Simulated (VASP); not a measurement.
An input for Ansatz (written as the equivalent of a VASP run, and not itself run):

Ansatz 0.2 input:
```yaml
crystal:
  lattice:
    - [2.0923359, -3.6240323, 0.0000000]
    - [2.0923359, 3.6240323, 0.0000000]
    - [0.0000000, 0.0000000, 6.5625731]
  atoms:
    - { symbol: Pb, position: [0.0000000, 0.0000000, 0.0000000] }
    - { symbol: I, position: [0.3333330, 0.6666670, 0.2961787] }
    - { symbol: I, position: [0.6666670, 0.3333330, 0.7038213] }
kpoints:
  mp_grid: { grid: [6, 6, 4] }
hamiltonian:
  xc: lda
  pseudopotentials: { kind: paw }
scf:
  occupations: { method: gaussian, width: 0.05 }
  max_iter: 100
relax:
  max_steps: 40
  f_tol: 0.02
  cell: { p_target: 5 }
output: { forces: true, stress: true, eigenvalues: true }
```

Q: Translate this input to VASP (INCAR, KPOINTS, POSCAR, choice of POTCAR).

A: Several could match; the one computed here: 
File KPOINTS:
```
Automatic mesh
0
Gamma
6 6 4
0 0 0
```

### INCAR
```
SYSTEM = PbI2
PREC = Accurate
ENCUT = 500
EDIFF = 1E-6
NELM = 100
ALGO = Normal
LREAL = .FALSE.
LASPH = .TRUE.
ISMEAR = 0
SIGMA = 0.05
LMAXMIX = 4
LWAVE = .FALSE.
LCHARG = .FALSE.
IBRION = 2
ISIF = 3
NSW = 40
EDIFFG = -0.02
PSTRESS = 50
```

POSCAR:
```
PbI2
1.0
  2.0923358681  -3.6240323403   0.0000000000
  2.0923358681   3.6240323403   0.0000000000
  0.0000000000   0.0000000000   6.5625731226
Pb I
1 2
Cart
  0.0000000000   0.0000000000   0.0000000000
  2.0923358681   1.2080131961   1.9436941969
  2.0923358681  -1.2080131961   4.6188789257
```

POTCAR, in this order: Pb_d I (LDA.64 set). Program: vasp_std.

The two are equivalent in intent, not identical: each code has its own PAW files, so the cut-off isn't converted (ENCUT is set for VASP's; basis.ecutwfc is left out, and Ansatz then takes the one that its files recommend); Ansatz stops its SCF on the density residual and VASP on the energy change (EDIFF); Ansatz's lda is the Perdew-Wang form, while the LDA potentials of VASP carry Perdew-Zunger's.

The compound is PbI2 in the 1T layered structure. It was relaxed first under an external pressure of 5 GPa.
